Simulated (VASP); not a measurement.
Data:

```
Pd2TbGe2
1.0
   -2.13325     2.09535     5.06967
    2.05744    -2.09535     5.03824
    2.13325     2.09535    -5.06967
Tb Ge Pd
1 2 2
Cartesian
  2.05744   2.09535   5.03824
 -0.04692   0.00000   6.25606
  2.10436   2.09535  -1.21782
 -0.01895   2.09535   2.52698
  2.07640   0.00000   2.51126
```

Calculation: PBEsol GGA, VASP's PBE PAW potentials (set 64) (plane waves; VASP 6.6.1). Settings: 480 eV cut-off, 10×10×10 Γ-centred mesh, first-order Methfessel-Paxton smearing of 0.10 eV, potentials Tb_3 Ge_d Pd.

The 4f electrons are frozen in the core of the lanthanide potential, so 4f levels, which can set the real gap, and their magnetism are missing.

Problem. What does the run give for the energy per atom (σ→0), largest force, band gap (on the k-mesh) with the smallest direct gap where there is one?

Solution. 
| Quantity | Value |
|---|---|
| band gap (on the k-mesh) | none (metal, semimetal or under 0.01 eV) |
| energy per atom (σ→0) | -6.212 eV/atom |
| largest force | 0.00457 Ry/bohr |

Only differences to runs with the same potentials and settings are physical.

The structure comes from a computed database's Pd2TbGe2 entry (I4/mmm); how it stands against other phases isn't given here. This cell was strained or had an atom moved on purpose. The electron count is odd and the run is not spin-polarised, which forces a metal.
